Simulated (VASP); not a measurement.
Input for VASP

INCAR:
```
SYSTEM = Cr
PREC = Accurate
ENCUT = 520
EDIFF = 1E-6
NELM = 100
ALGO = Normal
LREAL = .FALSE.
LASPH = .TRUE.
ISMEAR = 1
SIGMA = 0.1
GGA = PE
IVDW = 12
LMAXMIX = 4
ISPIN = 2
MAGMOM = 1.5 -1.5
LORBIT = 10
LWAVE = .FALSE.
LCHARG = .FALSE.
IBRION = 2
ISIF = 3
NSW = 60
EDIFFG = -0.01
```

File POSCAR:
```
Cr
1.0
  2.8800000000   0.0000000000   0.0000000000
  0.0000000000   2.8800000000   0.0000000000
  0.0000000000   0.0000000000   2.8800000000
Cr
2
Cart
  0.0000000000   0.0000000000   0.0000000000
  1.4400000000   1.4400000000   1.4400000000
```

**KPOINTS**
```
Regular mesh
0
G
11 11 11
0 0 0
```

POTCAR, in this order: Cr_pv (PBE.64 set). Program: vasp_std.

### Question
Write an equivalent input for Ansatz.

### Answer
One equivalent input (not run):
Ansatz 0.2 input:
```yaml
crystal:
  lattice:
    - [2.8800000, 0.0000000, 0.0000000]
    - [0.0000000, 2.8800000, 0.0000000]
    - [0.0000000, 0.0000000, 2.8800000]
  atoms:
    - { symbol: Cr, position: [0.0000000, 0.0000000, 0.0000000], spin: 1.5 }
    - { symbol: Cr, position: [0.5000000, 0.5000000, 0.5000000], spin: -1.5 }
kpoints:
  mp_grid: { grid: [11, 11, 11] }
hamiltonian:
  xc: pbe
  dispersion: d3bj
  pseudopotentials: { kind: paw }
magnetization: { spin_polarized: true }
scf:
  occupations: { method: methfessel_paxton, width: 0.1 }
  max_iter: 100
relax:
  max_steps: 60
  f_tol: 0.01
  cell: {}
output: { forces: true, stress: true, eigenvalues: true }
```
Limits of the translation: each code has its own PAW files, so the cut-off isn't converted (ENCUT is set for VASP's; basis.ecutwfc is left out, and Ansatz then takes the one that its files recommend); Ansatz stops its SCF on the density residual and VASP on the energy change (EDIFF).

The compound is Cr in the bcc, AFM order structure. This run relaxes it. Symmetry was kept, so distortions that lower it aren't found.
